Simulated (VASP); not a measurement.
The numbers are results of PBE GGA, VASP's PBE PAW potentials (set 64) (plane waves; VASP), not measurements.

Input for VASP

### INCAR
```
SYSTEM = CdTe
PREC = Accurate; ENCUT = 350; LREAL = .False.
LASPH = .True.
EDIFF = 1E-6; NELM = 100; ALGO = Normal
LMAXMIX = 4
ISMEAR = 0; SIGMA = 0.05
GGA = PE
LWAVE = .False.; LCHARG = .True.
```

### KPOINTS
```
Automatic mesh
0
Gamma
6 6 6
0 0 0
```

File POSCAR:
```
CdTe
1
   -0.0000000000     3.3038171196     3.3038171196
    3.3038171196    -0.0000000000     3.3038171196
    3.3038171196     3.3038171196     0.0000000000
Cd Te
1 1
Direct
  0.0000000000   0.0000000000   0.0000000000
  0.2500000000   0.2500000000   0.2500000000
```

POTCAR, in this order: Cd Te (PBE.64 set). Program: vasp_std.

What VASP printed:

OSZICAR:
```
       N       E                     dE             d eps       ncg     rms          rms(c)
DAV:   1     0.846951033226E+02    0.84695E+02   -0.68336E+03   416   0.862E+02
DAV:   2    -0.179913366034E+01   -0.86494E+02   -0.83110E+02   471   0.243E+02
DAV:   3    -0.500861548462E+01   -0.32095E+01   -0.32028E+01   506   0.509E+01
DAV:   4    -0.504090275325E+01   -0.32287E-01   -0.32285E-01   584   0.424E+00
DAV:   5    -0.504097630925E+01   -0.73556E-04   -0.73556E-04   486   0.193E-01    0.531E+00
DAV:   6    -0.481887543812E+01    0.22210E+00   -0.45401E-01   471   0.835E+00    0.436E+00
DAV:   7    -0.480228439706E+01    0.16591E-01   -0.11765E-01   466   0.245E+00    0.168E+00
DAV:   8    -0.480293386913E+01   -0.64947E-03   -0.10228E-02   436   0.136E+00    0.479E-01
DAV:   9    -0.480324940975E+01   -0.31554E-03   -0.10165E-03   476   0.358E-01    0.103E-01
DAV:  10    -0.480331513626E+01   -0.65727E-04   -0.12321E-04   436   0.115E-01    0.506E-02
DAV:  11    -0.480335917463E+01   -0.44038E-04   -0.84302E-05   434   0.644E-02    0.341E-02
DAV:  12    -0.480335825331E+01    0.92133E-06   -0.29348E-06   483   0.154E-02
   1 F= -.48033583E+01 E0= -.48033583E+01  d E =-.189405E-11
```

### OUTCAR
```
------------------------ aborting loop because EDIFF is reached ----------------------------------------
  FORCE on cell =-STRESS in cart. coord.  units (eV):
  Direction    XX          YY          ZZ          XY          YZ          ZX
  --------------------------------------------------------------------------------------
  Total        0.0061817      0.0061817      0.0061817      0.0000000     -0.0000000     -0.0000000
  in kB        0.1373215      0.1373215      0.1373215      0.0000000     -0.0000000     -0.0000000
  external PRESSURE =       0.1373215 kB  Pullay stress =       0.0000000 kB
  volume of cell :       72.12
      direct lattice vectors                 reciprocal lattice vectors
     0.000000000  3.303817120  3.303817120    -0.151340096  0.151340096  0.151340096
     3.303817120  0.000000000  3.303817120     0.151340096 -0.151340096  0.151340096
     3.303817120  3.303817120  0.000000000     0.151340096  0.151340096 -0.151340096
  FREE ENERGIE OF THE ION-ELECTRON SYSTEM (eV)
  ---------------------------------------------------
  free  energy   TOTEN  =        -4.8033582533 eV

  energy  without entropy=       -4.8033582533  energy(sigma->0) =       -4.80335825
```
(Selected blocks of OUTCAR.)

The compound is CdTe in the zinc blende structure. It was relaxed first, which changed the volume by +6 %.
